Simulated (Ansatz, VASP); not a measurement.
# Nb (Nb wire along [100], 16 atoms a period) in two plane-wave programs

Wanted: the spread between two codes on one cell, functional and k mesh. Of the first pair: The structure shown is the start of the Ansatz relaxation below; VASP solves that cell, so the two are compared at the walk's first step.

Program: Ansatz 0.2.0. Level of theory: plane waves, with VASP 6.6.1 beside it; single point at PBE. Results are calculated unless marked as measured.

## (1) The starting structure

The cell holds 16 atoms: 16 Nb. Its edges and angles: a = 16.730 Å, b = 16.730 Å, c = 3.310 Å, α = 90.0°, β = 90.0°, γ = 90.0°. Vacuum lies along a and b. The structure's axis is c.

## (2) Ansatz: relaxation, PBE

Ansatz runs on its PAW soft_1 files.

The two programs are compared at the cell with which this relaxation starts, whose forces are those of its first step.

The input, input.yaml:

```yaml
crystal:
  lattice:
    - [16.73, 0.0, 0.0]
    - [0.0, 16.73, 0.0]
    - [0.0, 0.0, 3.31]
  atoms:
    - { symbol: Nb, position: [0.203227735, 0.5, 0.0] }
    - { symbol: Nb, position: [0.401075912, 0.302151823, 0.0] }
    - { symbol: Nb, position: [0.401075912, 0.5, 0.0] }
    - { symbol: Nb, position: [0.401075912, 0.697848177, 0.0] }
    - { symbol: Nb, position: [0.598924088, 0.302151823, 0.0] }
    - { symbol: Nb, position: [0.598924088, 0.5, 0.0] }
    - { symbol: Nb, position: [0.598924088, 0.697848177, 0.0] }
    - { symbol: Nb, position: [0.796772265, 0.5, 0.0] }
    - { symbol: Nb, position: [0.302151823, 0.401075912, 0.5] }
    - { symbol: Nb, position: [0.302151823, 0.598924088, 0.5] }
    - { symbol: Nb, position: [0.5, 0.203227735, 0.5] }
    - { symbol: Nb, position: [0.5, 0.401075912, 0.5] }
    - { symbol: Nb, position: [0.5, 0.598924088, 0.5] }
    - { symbol: Nb, position: [0.5, 0.796772265, 0.5] }
    - { symbol: Nb, position: [0.697848177, 0.401075912, 0.5] }
    - { symbol: Nb, position: [0.697848177, 0.598924088, 0.5] }
kpoints:
  mp_grid: { grid: [1, 1, 25] }
scf:
  occupations: { method: fermi_dirac, width: 0.05 }
hamiltonian:
  xc: pbe
  pseudopotentials: { kind: paw, azcp: { folder: soft_1 } }
relax:
  cell: { fix: [a, b, alpha, beta, gamma] }
  max_steps: 45
  f_tol: 0.03
```

On the command line:

```sh
$ ansatz run input.yaml --threads 4 --pin off --max-ram 16384MiB --backend cpu --events-out ev --progress --plain --runs-dir out
```

Numbers of over 12 decimals in the logs are rounded to 6 here.

What it wrote:

```text
Engine: ansatz 0.2.0, aarch64-unknown-linux-gnu
Pseudopotentials: kind: paw
Pseudopotential: Nb, paw, valence charge 13, recommended cutoff 420 eV (normal), soft_1/Nb.paw.azcp
Functional definition: PBE
  parameter kappa = 0.804
  parameter beta = 0.066725
  exchange = pbe_x(kappa = kappa, mu = beta*pi^2/3)
  correlation = pbe_c(beta = beta)
Crystal: 16 atoms, lattice volume = 926.445 Å³
Basis set: ecut = 420 eV, 18171 PW (Γ), exchange–correlation on 240×240×48 points (8 copies of the dense FFT grid, shifted against one another)
Bands: 125, of which v1, the nominal top of the filled ones, is band 104 counted from 1 (103 counted from 0)
Symmetry: 16 space group operations
Space group: P42/mmc (ITA 131), of the structure as read, at distance tolerance 9.7e-5 Å
k-points: 13 of 25
Non-local potential: Nb, projectors of the file, l = 0: 3, l = 1: 2, l = 2: 2, l = 3: 1
PAW form: soft (Blöchl's): semilocal exchange-correlation on the pseudo side does not see the compensation charge
PAW one-centre angular grid: Nb, 590 points (default); XC on 64 Gauss nodes
Initial density: superposition of atomic densities (neutral atoms: chi_scale 0, normalization atom)
Initial wavefunctions: pseudopotential atomic-orbital guess
Functional: x = pbe(κ = 0.804, μ = 0.219515), c = pbe(β = 0.066725)
SCF iter   1: F=—  HF=-72840.098338 eV  |F-HF|=—  |Δ(HF+E_count)|=         —  Δρ=5.38e-2  dr2=2.08e2  ethr=3.10e-3  ⟨swp⟩=11.2  Hψ=7897  notcnv=0  defer=1
preconditioner: auto → LDOS  [metal: Δε(μ)=0.011 eV  Ē_g=3.547 eV  σ=0.050 eV  W_gap=0.06  n_scr=142 (ndim 8)  ℏωp=10.9 eV  f_vac=0.536  D(μ)=11.73/eV (n_scr^D=48)  β→1.0]
SCF iter   2: F=—  HF=-72883.764796 eV  |F-HF|=—  |Δ(HF+E_count)|=    4.37e1  Δρ=1.13e-1  dr2=1.77e3  ethr=3.10e-3  ⟨swp⟩=9.7  Hψ=8414  notcnv=0  defer=44  recentre
SCF iter   3: F=—  HF=-72825.428731 eV  |F-HF|=—  |Δ(HF+E_count)|=    5.83e1  Δρ=3.00e-2  dr2=8.22e1  ethr=3.10e-3  ⟨swp⟩=6.4  Hψ=5986  notcnv=0  defer=9
SCF iter   4: F=—  HF=-72820.223620 eV  |F-HF|=—  |Δ(HF+E_count)|=    5.21e0  Δρ=6.17e-3  dr2=1.23e0  ethr=3.10e-3  ⟨swp⟩=4.5  Hψ=3187  notcnv=0  defer=26
SCF iter   5: F=—  HF=-72820.161507 eV  |F-HF|=—  |Δ(HF+E_count)|=   6.21e-2  Δρ=3.16e-3  dr2=5.16e-1  ethr=5.93e-4  ⟨swp⟩=4.4  Hψ=2628  notcnv=0  defer=27
SCF iter   6: F=—  HF=-72820.149261 eV  |F-HF|=—  |Δ(HF+E_count)|=   1.22e-2  Δρ=1.39e-3  dr2=1.49e-1  ethr=2.48e-4  ⟨swp⟩=3.4  Hψ=2158  notcnv=0  defer=24
SCF iter   7: F=—  HF=-72820.148594 eV  |F-HF|=—  |Δ(HF+E_count)|=   6.67e-4  Δρ=6.03e-4  dr2=1.86e-2  ethr=7.17e-5  ⟨swp⟩=1.5  Hψ=1705  notcnv=0  defer=23
SCF iter   8: F=—  HF=-72820.148926 eV  |F-HF|=—  |Δ(HF+E_count)|=   3.32e-4  Δρ=1.64e-4  dr2=2.41e-4  ethr=8.92e-6  ⟨swp⟩=2.0  Hψ=2108  notcnv=0  defer=23
SCF iter   9: F=—  HF=-72820.149100 eV  |F-HF|=—  |Δ(HF+E_count)|=   1.74e-4  Δρ=5.95e-5  dr2=8.13e-5  ethr=1.16e-7  ⟨swp⟩=3.1  Hψ=2836  notcnv=0  defer=23
SCF iter  10: F=—  HF=-72820.149096 eV  |F-HF|=—  |Δ(HF+E_count)|=   3.98e-6  Δρ=2.10e-5  dr2=6.62e-6  ethr=3.91e-8  ⟨swp⟩=2.0  Hψ=2149  notcnv=0  defer=23
SCF iter  11: F=—  HF=-72820.149101 eV  |F-HF|=—  |Δ(HF+E_count)|=   5.07e-6  Δρ=6.89e-6  dr2=4.14e-7  ethr=3.18e-9  ⟨swp⟩=2.8  Hψ=3016  notcnv=0  defer=23
SCF iter  12: F=-72820.149102 eV  HF=-72820.149102 eV  |F-HF|=2.84e-8  |Δ(HF+E_count)|=   5.58e-7  Δρ=2.20e-6  dr2=5.75e-8  ethr=4.81e-11  ⟨swp⟩=6.3  Hψ=6225  notcnv=0
SCF 1 converged in 12 iterations: F = -72820.149102 eV  dr2 = 5.75e-8
  greatest PAW one-centre occupation: 0.998 electrons in one spin orbital (limit 2), on the Nb atom at site 12 (counted from 0), in its partial waves of l = 0
relax step   1: F+E_penalty+E_count = -72820.14910158 eV  Δ(F+E_penalty+E_count) = +0.000e0 eV  max|allowed force component| = 2.381e0 eV/Å  Δτ_max = 0.0000 Å  P = -4.151 GPa  Ω = 926.445 Å³  fix = [a, b, alpha, beta, gamma]  reactions: a -3.896, b -3.896 GPa  (12 SCF iters, dr2 threshold 1.00e-7 eV, accepted)
[...]
relax step   5: F+E_penalty+E_count = -72822.12677080 eV  Δ(F+E_penalty+E_count) = -2.206e-3 eV  max|allowed force component| = 3.640e-2 eV/Å  Δτ_max = 0.0067 Å  P = -0.036 GPa  Ω = 902.309 Å³  energy of the carried Pulay correction = +9.835e-4 eV  fix = [a, b, alpha, beta, gamma]  reactions: a -0.034, b -0.034 GPa  (6 SCF iters, dr2 threshold 9.01e-7 eV, accepted)
[...]
relax step   6: F+E_penalty+E_count = -72822.12704042 eV  Δ(F+E_penalty+E_count) = -2.696e-4 eV  max|allowed force component| = 1.248e-3 eV/Å  Δτ_max = 0.0023 Å  P = +0.001 GPa  Ω = 902.190 Å³  energy of the carried Pulay correction = +9.884e-4 eV  fix = [a, b, alpha, beta, gamma]  reactions: a +0.001, b +0.001 GPa  (5 SCF iters, dr2 threshold 8.28e-8 eV, accepted)
[...]
relax step   7: F+E_penalty+E_count = -72822.12605385 eV  Δ(F+E_penalty+E_count) = +9.866e-4 eV  max|allowed force component| = 1.333e-3 eV/Å  Δτ_max = 0.0000 Å  P = +0.001 GPa  Ω = 902.190 Å³  fix = [a, b, alpha, beta, gamma]  reactions: a +0.002, b +0.002 GPa  stress off target by 6.96e-4 GPa on what of the cell is left free  SCF on the basis re-selected at this cell (its energy is not comparable with the rows above)  (6 SCF iters)
basis re-selected at this cell: Δ(F+E_penalty+E_count) = +9.866e-4 eV, ΔP = +0.001 GPa vs the last step (what re-selecting the basis moved, of the pressure what is left beyond the Pulay correction that the steps carried, after the strain that the cell walked since its last selection, with what the two solves' SCF thresholds leave and, on support functions, any second-order correction that the steps lacked; it is no m [...]
SCF converged after 6 iterations
Free energy (F): -72822.126054 eV
Harris-Foulkes:  -72822.126054 eV  (|F-HF|=2.91e-11)
Internal energy: -72821.937697 eV  (E = F + TS)
E sigma→0 (E₀):  -72822.031875 eV
Entropy (-TS):   -0.188357 eV (-11.772 meV/atom)
Fermi energy:    3.203356 eV
--- Per-component energies (eV) ---
  E_band       = -4151.854105
  E_kinetic    = 5968.673841
  E_local      = -115994.413894  (includes V_loc(G=0)·N_el)
  E_nonlocal   = 1539.547719
  E_hartree    = 54710.728518
  E_xc         = -2639.645361
  E_vxc        = -3194.003705  (∫ρ·V_xc dr)
  E_paw        = -49321.211010  (= ΣΔE_a)
  E_vpaw       = -1893.116662  (= ΣTr[D̂ρ^β])
  E_aug_tail   = 0.000702  (compensation charges beyond the density's cutoff)
  E_ewald      = 32914.381788
  E_smearing   = -0.188357  (= −TS)
  E_closure    = 0.000000  (closes the sum)
  Σ components = -72822.126054   (vs F -72822.126054, Δ=0.00e0)
--- Forces (eV/Å), atoms counted from 1 ---
  atom   1  Nb     0.00092793     0.00000000     0.00000000
  atom   2  Nb    -0.00133255    -0.00031320     0.00000000
  atom   3  Nb     0.00121003     0.00000000     0.00000000
  atom   4  Nb    -0.00133255     0.00031320     0.00000000
  atom   5  Nb     0.00133255    -0.00031320     0.00000000
  atom   6  Nb    -0.00121003     0.00000000     0.00000000
  atom   7  Nb     0.00133255     0.00031320     0.00000000
  atom   8  Nb    -0.00092793     0.00000000     0.00000000
  atom   9  Nb    -0.00031320    -0.00133255     0.00000000
  atom  10  Nb    -0.00031320     0.00133255     0.00000000
  atom  11  Nb     0.00000000     0.00092793     0.00000000
  atom  12  Nb     0.00000000     0.00121003     0.00000000
  atom  13  Nb     0.00000000    -0.00121003     0.00000000
  atom  14  Nb     0.00000000    -0.00092793     0.00000000
  atom  15  Nb     0.00031320    -0.00133255     0.00000000
  atom  16  Nb     0.00031320     0.00133255     0.00000000
  max |Σ_I F_I| component: 2.17e-19 eV/Å
--- Stress (GPa, compression-positive) ---
        0.002376       0.000000       0.000000
        0.000000       0.002376       0.000000
        0.000000       0.000000      -0.000696
  P = ⅓ Tr σ = 0.0014 GPa (0.014 kbar)
--- Relaxed structure (6 steps of the walk, 6 accepted, 1 SCFs on fresh bases) ---
  F+E_penalty+E_count = -72822.12605385 eV   max|allowed force component| = 1.333e-3 eV/Å   (the final SCF, on the basis selected at the relaxed cell)
  cell:  # Å, volume = 902.1903 Å³
    - [16.73, 0.0, 0.0]
    - [0.0, 16.73, 0.0]
    - [0.0, 0.0, 3.223341]
  atoms:
    - { symbol: Nb, position: [0.218611, 0.5, 0.0] }
    - { symbol: Nb, position: [0.405063, 0.302914, 0.0] }
    - { symbol: Nb, position: [0.402099, 0.5, 0.0] }
    - { symbol: Nb, position: [0.405063, 0.697086, 0.0] }
    - { symbol: Nb, position: [0.594937, 0.302914, 0.0] }
    - { symbol: Nb, position: [0.597901, 0.5, 0.0] }
    - { symbol: Nb, position: [0.594937, 0.697086, 0.0] }
    - { symbol: Nb, position: [0.781389, 0.5, 0.0] }
    - { symbol: Nb, position: [0.302914, 0.405063, 0.500000] }
    - { symbol: Nb, position: [0.302914, 0.594937, 0.500000] }
    - { symbol: Nb, position: [0.5, 0.218611, 0.500000] }
    - { symbol: Nb, position: [0.5, 0.402099, 0.500000] }
    - { symbol: Nb, position: [0.5, 0.597901, 0.500000] }
    - { symbol: Nb, position: [0.5, 0.781389, 0.500000] }
    - { symbol: Nb, position: [0.697086, 0.405063, 0.500000] }
    - { symbol: Nb, position: [0.697086, 0.594937, 0.500000] }
```

[end of part 1 of 2]

[Lines on the potential files, build, host, timing and source positions are cut from VASP's logs without a mark.]

[Logs are printed without paths, hosts, clocks, repeated set-up lines and the standing remarks that a program may print on its own settings, such as how far it seeks lower states.]

[Hosts, paths, dates, database ids (printed as entryN), source tags and the programs' standing remarks are cut or masked in the printed files.]
